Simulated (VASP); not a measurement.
Level of theory: RPBE GGA, VASP's PBE PAW potentials (set 64) (plane waves; VASP 6.6.1).

VASP input:

File KPOINTS:
```
Automatic mesh
0
Gamma
12 12 8
0 0 0
```

**INCAR**
```
SIGMA = 0.1   ! width (eV)
IBRION = 2
LCHARG = .FALSE.
SYSTEM = TiAl
LWAVE = .FALSE.
NELM = 100   ! most electronic steps
ISIF = 3   ! ions, shape and volume
ALGO = Normal
EDIFF = 1E-6   ! SCF stop (eV)
LASPH = .TRUE.
PREC = Accurate
NSW = 60   ! most ionic steps
GGA = RP
ENCUT = 520   ! plane-wave cut-off (eV)
EDIFFG = -0.01   ! ionic stop
LREAL = .FALSE.
ISMEAR = 1   ! Methfessel-Paxton
LMAXMIX = 4   ! l cut-off of mixed one-centre charges
```

### POSCAR
```
TiAl
1
    2.8300000000     0.0000000000     0.0000000000
    0.0000000000     2.8300000000     0.0000000000
    0.0000000000     0.0000000000     4.0700000000
Ti Al
1 1
Direct
  0.0000000000   0.0000000000   0.0000000000
  0.5000000000   0.5000000000   0.5000000000
```

POTCAR, in this order: Ti_sv Al (PBE.64 set). Program: vasp_std.

Output

OUTCAR:
```
 ion  position               nearest neighbor table
   1  0.000  0.000  0.000-   2 2.85   2 2.85   2 2.85   2 2.85   2 2.85   2 2.85   2 2.85   2 2.85
  LATTYP: Found a simple tetragonal cell.
 ALAT       =     2.8300000000
 C/A-ratio  =     1.4381625442
 Subroutine PRICEL returns:
 Original cell was already a primitive cell.
 Subroutine GETGRP returns: Found 16 space group operations
The static configuration has the point symmetry D_4h.
The dynamic configuration has the point symmetry D_4h.
 Subroutine INISYM returns: Found 16 space group operations
 Subroutine IBZKPT returns following result:
 Found    140 irreducible k-points:

 Following reciprocal coordinates:
            Coordinates               Weight
  0.000000  0.000000  0.000000      1.000000
  0.083333  0.000000  0.000000      4.000000
  0.166667  0.000000  0.000000      4.000000
  0.250000  0.000000  0.000000      4.000000
  0.333333  0.000000  0.000000      4.000000
  0.416667  0.000000  0.000000      4.000000
  0.500000  0.000000  0.000000      2.000000
  0.083333  0.083333  0.000000      4.000000
  0.166667  0.083333  0.000000      8.000000
...
```

**OSZICAR**
```
       N       E                     dE             d eps       ncg     rms          rms(c)
DAV:   1     0.905049400125E+02    0.90505E+02   -0.74583E+03  3080   0.138E+03
DAV:   2    -0.759052806094E+01   -0.98095E+02   -0.95589E+02  3110   0.335E+02
DAV:   3    -0.131268385956E+02   -0.55363E+01   -0.53288E+01  4951   0.786E+01
DAV:   4    -0.133069700153E+02   -0.18013E+00   -0.17849E+00  3851   0.119E+01
DAV:   5    -0.133147017157E+02   -0.77317E-02   -0.77245E-02  4439   0.230E+00    0.963E+00
DAV:   6    -0.118872285327E+02    0.14275E+01   -0.12749E+01  3893   0.386E+01    0.353E+00
DAV:   7    -0.117494246417E+02    0.13780E+00   -0.12122E+00  3601   0.117E+01    0.192E+00
DAV:   8    -0.117415950885E+02    0.78296E-02   -0.15282E-01  3487   0.464E+00    0.506E-01
DAV:   9    -0.117400040560E+02    0.15910E-02   -0.24497E-02  3801   0.209E+00    0.211E-01
DAV:  10    -0.117403718395E+02   -0.36778E-03   -0.14181E-03  3886   0.462E-01    0.574E-02
DAV:  11    -0.117403379344E+02    0.33905E-04   -0.38929E-04  3952   0.220E-01    0.475E-02
DAV:  12    -0.117403440439E+02   -0.61095E-05   -0.30561E-05  3659   0.716E-02    0.101E-02
DAV:  13    -0.117403442790E+02   -0.23509E-06   -0.15181E-06  2673   0.113E-02
   1 F= -.11740344E+02 E0= -.11740553E+02  d E =-.117403E+02
       N       E                     dE             d eps       ncg     rms          rms(c)
DAV:   1    -0.119643110317E+02   -0.22397E+00   -0.42281E+00  3592   0.318E+01    0.422E+00
DAV:   2    -0.117863727912E+02    0.17794E+00   -0.22052E+00  3868   0.172E+01    0.121E+00
DAV:   3    -0.117368389678E+02    0.49534E-01   -0.26600E-01  3711   0.513E+00    0.290E-01
DAV:   4    -0.117387710789E+02   -0.19321E-02   -0.24281E-02  3644   0.108E+00    0.171E-01
DAV:   5    -0.117417001150E+02   -0.29290E-02   -0.52281E-03  4278   0.564E-01    0.169E-01
DAV:   6    -0.117426268854E+02   -0.92677E-03   -0.22345E-03  4467   0.343E-01    0.532E-02
DAV:   7    -0.117427226595E+02   -0.95774E-04   -0.30430E-04  4520   0.138E-01    0.726E-03
DAV:   8    -0.117427264459E+02   -0.37864E-05   -0.23011E-05  3828   0.491E-02    0.806E-03
DAV:   9    -0.117427260945E+02    0.35142E-06   -0.81733E-06  4204   0.254E-02
   2 F= -.11742726E+02 E0= -.11742912E+02  d E =-.238182E-02
       N       E                     dE             d eps       ncg     rms          rms(c)
DAV:   1    -0.117755238454E+02   -0.32797E-01   -0.62093E-01  3547   0.120E+01    0.153E+00
DAV:   2    -0.117477899604E+02    0.27734E-01   -0.25202E-01  3753   0.601E+00    0.385E-01
DAV:   3    -0.117435166253E+02    0.42733E-02   -0.25672E-02  3599   0.160E+00    0.129E-01
DAV:   4    -0.117437157766E+02   -0.19915E-03   -0.38900E-03  3573   0.491E-01    0.764E-02
DAV:   5    -0.117440960758E+02   -0.38030E-03   -0.53914E-04  4455   0.165E-01    0.434E-02
DAV:   6    -0.117442610714E+02   -0.16500E-03   -0.35976E-04  4723   0.956E-02    0.227E-02
DAV:   7    -0.117442810621E+02   -0.19991E-04   -0.42528E-05  4062   0.548E-02    0.412E-03
DAV:   8    -0.117442802620E+02    0.80009E-06   -0.45829E-06  3380   0.239E-02
   3 F= -.11744280E+02 E0= -.11744474E+02  d E =-.393598E-02
```

File OUTCAR:
```
------------------------ aborting loop because EDIFF is reached ----------------------------------------
  FORCE on cell =-STRESS in cart. coord.  units (eV):
  Direction    XX          YY          ZZ          XY          YZ          ZX
  --------------------------------------------------------------------------------------
  Total       -0.0092597     -0.0092597     -0.0149511      0.0000000     -0.0000000      0.0000000
  in kB       -0.4467131     -0.4467131     -0.7212826      0.0000000     -0.0000000      0.0000000
  external PRESSURE =      -0.5382363 kB  Pullay stress =       0.0000000 kB
  volume of cell :       33.21
      direct lattice vectors                 reciprocal lattice vectors
     2.847857325  0.000000000  0.000000000     0.351141186  0.000000000  0.000000000
     0.000000000  2.847857325  0.000000000     0.000000000  0.351141186  0.000000000
     0.000000000  0.000000000  4.094889708     0.000000000  0.000000000  0.244206822
 POSITION                                       TOTAL-FORCE (eV/Angst)
 -----------------------------------------------------------------------------------
      0.00000      0.00000      0.00000         0.000000      0.000000      0.000000
      1.42393      1.42393      2.04744         0.000000      0.000000      0.000000
 -----------------------------------------------------------------------------------
    total drift:                                0.000000      0.000000      0.000000
  FREE ENERGIE OF THE ION-ELECTRON SYSTEM (eV)
  ---------------------------------------------------
  free  energy   TOTEN  =       -11.7442802620 eV

  energy  without entropy=      -11.7448610967  energy(sigma->0) =      -11.74447387

 reached required accuracy - stopping structural energy minimisation
```
(Selected blocks of OUTCAR.)

File CONTCAR:
```
TiAl
   1.00000000000000
     2.8478573251149193    0.0000000000000000    0.0000000000000000
     0.0000000000000000    2.8478573251149193    0.0000000000000000
     0.0000000000000000    0.0000000000000000    4.0948897076393651
  Ti              Al
     1     1
Direct
     0.0000000000000000    0.0000000000000000    0.0000000000000000
     0.5000000000000000    0.5000000000000000    0.5000000000000000
```

The compound is TiAl in the L1_0 structure. This run relaxes it. Symmetry was kept, so distortions that lower it aren't found. The electron count is odd and the run is not spin-polarised, which forces a metal.
